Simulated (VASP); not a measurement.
Level of theory: rev-vdW-DF2, VASP's PBE PAW potentials (set 64) (plane waves; VASP).

VASP input:

KPOINTS:
```
Automatic mesh
0
Gamma
15 15 15
0 0 0
```

INCAR:
```
# general
SYSTEM   = Li
PREC     = Accurate
ENCUT    = 520   # plane-wave cut-off (eV)
LREAL    = .FALSE.
LASPH    = .TRUE.

# electronic loop
EDIFF    = 1E-7   # SCF stop (eV)
NELM     = 100   # most electronic steps
ALGO     = Normal   # blocked Davidson

# smearing
ISMEAR   = 1   # Methfessel-Paxton
SIGMA    = 0.1   # width (eV)

# functional
GGA      = MK
LUSE_VDW = .TRUE.
AGGAC    = 0.0
PARAM1   = 0.1234568
PARAM2   = 0.7114
ZAB_VDW  = -1.8867

# ions
ISIF     = 2

# output
LWAVE    = .FALSE.
LCHARG   = .FALSE.
```

File POSCAR:
```
Li
2.9974730
 -0.5773501771   0.5773501771   0.5773501771
  0.5773501771  -0.5773501771   0.5773501771
  0.5773501771   0.5773501771  -0.5773501771
Li
1
Cart
  0.0000000000   0.0000000000   0.0000000000
```

POTCAR, in this order: Li_sv (PBE.64 set). Program: vasp_std.

What VASP printed:

**OUTCAR**
```
 ion  position               nearest neighbor table
   1  0.000  0.000  0.000-
  LATTYP: Found a body centered cubic cell.
 ALAT       =     3.4611831348
 Subroutine PRICEL returns:
 Original cell was already a primitive cell.
 Subroutine GETGRP returns: Found 48 space group operations
The static configuration has the point symmetry O_h .
The dynamic configuration has the point symmetry O_h .
 Subroutine INISYM returns: Found 48 space group operations
 Subroutine IBZKPT returns following result:
 Found    120 irreducible k-points:

 Following reciprocal coordinates:
            Coordinates               Weight
  0.000000  0.000000  0.000000      1.000000
  0.066667  0.000000  0.000000     12.000000
  0.133333  0.000000  0.000000     12.000000
  0.200000  0.000000  0.000000     12.000000
  0.266667  0.000000  0.000000     12.000000
  0.333333  0.000000  0.000000     12.000000
  0.400000  0.000000  0.000000     12.000000
  0.466667  0.000000  0.000000     12.000000
  0.066667  0.066667  0.000000     24.000000
  0.133333  0.066667  0.000000     48.000000
...
```

**OSZICAR**
```
       N       E                     dE             d eps       ncg     rms          rms(c)
DAV:   1     0.124707182251E+01    0.12471E+01   -0.73016E+02  1205   0.418E+02
DAV:   2    -0.104193390071E+01   -0.22890E+01   -0.22070E+01  1685   0.593E+01
DAV:   3    -0.115270486099E+01   -0.11077E+00   -0.11071E+00  1505   0.908E+00
DAV:   4    -0.115584165617E+01   -0.31368E-02   -0.31369E-02  1585   0.140E+00
DAV:   5    -0.115587584667E+01   -0.34190E-04   -0.34190E-04  1530   0.130E-01    0.249E-01
DAV:   6    -0.115572628691E+01    0.14956E-03   -0.43073E-04  1505   0.192E-01    0.145E-01
DAV:   7    -0.115583505416E+01   -0.10877E-03   -0.10600E-03  1440   0.309E-01    0.220E-02
DAV:   8    -0.115589071005E+01   -0.55656E-04   -0.39135E-04  1635   0.176E-01    0.178E-02
DAV:   9    -0.115588635475E+01    0.43553E-05   -0.52920E-06  1410   0.226E-02    0.148E-03
DAV:  10    -0.115588527193E+01    0.10828E-05   -0.13323E-06  1300   0.139E-02    0.264E-03
DAV:  11    -0.115588705354E+01   -0.17816E-05   -0.20193E-07  1330   0.563E-03    0.533E-04
DAV:  12    -0.115588703067E+01    0.22877E-07   -0.27993E-08   670   0.231E-03
   1 F= -.11558870E+01 E0= -.11558619E+01  d E =-.753930E-04
```

### OUTCAR
```
------------------------ aborting loop because EDIFF is reached ----------------------------------------
  FORCE on cell =-STRESS in cart. coord.  units (eV):
  Direction    XX          YY          ZZ          XY          YZ          ZX
  --------------------------------------------------------------------------------------
  Total       -0.0521905     -0.0521905     -0.0521905      0.0000000      0.0000000     -0.0000000
  in kB       -4.0332819     -4.0332819     -4.0332819      0.0000000      0.0000000     -0.0000000
  external PRESSURE =      -4.0332819 kB  Pullay stress =       0.0000000 kB
  volume of cell :       20.73
      direct lattice vectors                 reciprocal lattice vectors
    -1.730591567  1.730591567  1.730591567     0.000000000  0.288918546  0.288918546
     1.730591567 -1.730591567  1.730591567     0.288918546  0.000000000  0.288918546
     1.730591567  1.730591567 -1.730591567     0.288918546  0.288918546  0.000000000
 POSITION                                       TOTAL-FORCE (eV/Angst)
 -----------------------------------------------------------------------------------
      0.00000      0.00000      0.00000        -0.000000     -0.000000      0.000000
 -----------------------------------------------------------------------------------
    total drift:                               -0.000000     -0.000000      0.000000
  FREE ENERGIE OF THE ION-ELECTRON SYSTEM (eV)
  ---------------------------------------------------
  free  energy   TOTEN  =        -1.1558870307 eV

  energy  without entropy=       -1.1558116377  energy(sigma->0) =       -1.15586190
```
(Selected blocks of OUTCAR.)

The compound is Li in the bcc structure. This cell is one point of a volume scan, at 1.03 of the reference volume.
